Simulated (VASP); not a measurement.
Level of theory: PBE GGA, VASP's PBE PAW potentials (set 64) (plane waves; VASP).

VASP ran on this input.

### POSCAR
```
InAs
6.1397460
  0.0000000000   0.5000000000   0.5000000000
  0.5000000000   0.0000000000   0.5000000000
  0.5000000000   0.5000000000   0.0000000000
In As
1 1
Cartesian
  0.0000000000   0.0000000000   0.0000000000
  0.2500000000   0.2500000000   0.2500000000
```

### INCAR
```
! general
SYSTEM=InAs
PREC  =Normal
ENCUT =500
LREAL =.FALSE.   ! projection in real space or not
LASPH =.TRUE.

! electronic loop
EDIFF =1E-8   ! SCF stop (eV)
NELM  =100   ! most electronic steps
ALGO  =Normal   ! blocked Davidson

! smearing
ISMEAR=0   ! Gaussian
SIGMA =0.01   ! width (eV)

! functional
GGA   =PE   ! PBE

! output
LWAVE =.TRUE.
LCHARG=.FALSE.
```

### KPOINTS
```
K-points
0
Gamma
4 4 4
```

POTCAR, in this order: In_d_GW As_GW (PBE.64 set). Program: vasp_std.

Output of the run:

File OSZICAR:
```
       N       E                     dE             d eps       ncg     rms          rms(c)
DAV:   1     0.106474984613E+03    0.10647E+03   -0.79824E+03   282   0.512E+03
DAV:   2     0.103393352762E+01   -0.10544E+03   -0.10085E+03   400   0.801E+02
DAV:   3    -0.742867463854E+01   -0.84626E+01   -0.84345E+01   372   0.125E+02
DAV:   4    -0.787294173559E+01   -0.44427E+00   -0.44373E+00   328   0.301E+01
DAV:   5    -0.788357622687E+01   -0.10634E-01   -0.10628E-01   337   0.436E+00    0.525E+00
DAV:   6    -0.761619139401E+01    0.26738E+00   -0.49090E-01   361   0.508E+01    0.293E+00
DAV:   7    -0.759385174626E+01    0.22340E-01   -0.16883E-01   337   0.948E+00    0.132E+00
DAV:   8    -0.759660155449E+01   -0.27498E-02   -0.17950E-02   292   0.822E+00    0.152E-01
DAV:   9    -0.759680858052E+01   -0.20703E-03   -0.22308E-03   342   0.336E+00    0.461E-02
DAV:  10    -0.759697264369E+01   -0.16406E-03   -0.22802E-04   329   0.336E-01    0.200E-02
DAV:  11    -0.759702783228E+01   -0.55189E-04   -0.79167E-05   251   0.111E-01    0.125E-02
DAV:  12    -0.759702858129E+01   -0.74900E-06   -0.48250E-06   329   0.327E-02    0.621E-03
DAV:  13    -0.759702901783E+01   -0.43655E-06   -0.88220E-07   266   0.377E-02    0.107E-03
DAV:  14    -0.759702916303E+01   -0.14519E-06   -0.11653E-07   342   0.177E-02    0.932E-04
DAV:  15    -0.759702917913E+01   -0.16105E-07   -0.37392E-09   194   0.157E-03    0.341E-04
DAV:  16    -0.759702921008E+01   -0.30946E-07   -0.31038E-09   169   0.238E-03    0.185E-04
DAV:  17    -0.759702920836E+01    0.17160E-08   -0.10282E-09   149   0.105E-03
   1 F= -.75970292E+01 E0= -.75969087E+01  d E =-.241035E-03
```

**OUTCAR**
```
------------------------ aborting loop because EDIFF is reached ----------------------------------------
  FORCE on cell =-STRESS in cart. coord.  units (eV):
  Direction    XX          YY          ZZ          XY          YZ          ZX
  --------------------------------------------------------------------------------------
  Total        0.6066943      0.6066943      0.6066943     -0.0000000      0.0000000      0.0000000
  in kB       16.7992252     16.7992252     16.7992252     -0.0000000      0.0000000      0.0000000
  external PRESSURE =      16.7992252 kB  Pullay stress =       0.0000000 kB
  volume of cell :       57.86
      direct lattice vectors                 reciprocal lattice vectors
     0.000000000  3.069873000  3.069873000    -0.162873187  0.162873187  0.162873187
     3.069873000  0.000000000  3.069873000     0.162873187 -0.162873187  0.162873187
     3.069873000  3.069873000  0.000000000     0.162873187  0.162873187 -0.162873187
  FREE ENERGIE OF THE ION-ELECTRON SYSTEM (eV)
  ---------------------------------------------------
  free  energy   TOTEN  =        -7.5970292084 eV

  energy  without entropy=       -7.5967881735  energy(sigma->0) =       -7.59690869
```
(Selected blocks of OUTCAR.)

The compound is InAs in the zinc blende structure. This cell is one point of a volume scan, at 1.04 of the reference volume. The k-mesh is coarse (spacing up to 0.44 per Å, 2π included), so the numbers may not be converged in it.
